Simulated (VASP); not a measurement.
Here is the system:

```yaml
crystal:
  lattice:
    - [2.19954, -3.78120, 0.00000]
    - [2.19954, 3.78120, 0.00000]
    - [0.00000, 0.00000, 5.96971]
  atoms:
    - { symbol: Te, position: [0.00000, 0.26300, 0.66667] }
    - { symbol: Te, position: [0.73700, 0.73700, 0.00000] }
    - { symbol: Te, position: [0.27672, 0.01372, 0.33333] }
```

Method: PBE GGA, VASP's PBE PAW potentials (set 64) (plane waves; VASP 6.6.1). Numerical set-up: 400 eV cut-off, 5×5×4 Γ-centred mesh, tetrahedra with Blöchl corrections, potentials Te.

Predict the energy per atom (σ→0), pressure, largest force.

```
Item                           Result
---------------------  --------------
energy per atom (σ→0)  -3.122 eV/atom
pressure                     2.89 GPa
largest force              0.476 eV/Å
```

The compound is Te in the trig structure. The cell was not relaxed at this level, atoms are displaced from their ideal sites. The run is one of a series of settings (ISMEAR = -5, SIGMA removed against the base run), some of them coarse on purpose.
